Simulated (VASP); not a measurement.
Data:

```
CELL_PARAMETERS angstrom
      3.96535     0.00000     0.00000
      0.00000     3.96535     0.00000
      0.00000     0.00000     5.43212
ATOMIC_POSITIONS crystal
  Sn 0.50000 0.00000 0.78345
  Sn 0.00000 0.50000 0.21655
  O  0.50000 0.50000 0.00000
  O  0.00000 0.00000 0.00000
```

The numbers are results of vdW-DF2, VASP's PBE PAW potentials (set 64) (plane waves; VASP 6.6.1), not measurements. Run with 520 eV cut-off, Gaussian smearing of 0.050 eV, potentials Sn_d O.

Unless said otherwise, spin-orbit coupling is left out, though it shifts the bands of the heavy elements here.

Task: Give the energies of bands 13 to 23 at the high-symmetry points, in eV from the valence-band maximum.

Result: 
| band | Γ | X | M | Z | R | A |
|---|---|---|---|---|---|---|
| 13 | -6.78 | -6.51 | -7.71 | -7.61 | -6.55 | -7.66 |
| 14 | -5.53 | -6.51 | -7.71 | -4.81 | -6.55 | -7.66 |
| 15 | -4.85 | -3.83 | -3.94 | -4.81 | -4.09 | -4.14 |
| 16 | -4.85 | -3.83 | -3.94 | -3.73 | -4.09 | -4.14 |
| 17 | -2.46 | -3.64 | -1.65 | -2.49 | -3.63 | -1.93 |
| 18 | -2.24 | -3.64 | -1.65 | -2.25 | -3.63 | -1.93 |
| 19 | -2.24 | -1.73 | -1.55 | -2.25 | -1.18 | -1.65 |
| 20 | 0.00 | -1.73 | -1.55 | -1.37 | -1.18 | -1.65 |
| 21 | 1.90 | 3.00 | 1.23 | 1.89 | 2.54 | 3.15 |
| 22 | 3.84 | 3.00 | 1.23 | 3.77 | 2.54 | 3.15 |
| 23 | 5.20 | 5.33 | 4.89 | 3.77 | 5.67 | 3.52 |

The gap is indirect, 1.23 eV, from the valence maximum at Γ-X at 0.11 to the conduction minimum at M.

Measured: gap 0.70 eV (computed value off by +0.53 eV), as given by David Waroquiers et al., Physical Review B (2013), arXiv:1302.6756.

The compound is SnO in the litharge structure. It was relaxed first, which changed the volume by +22 %.
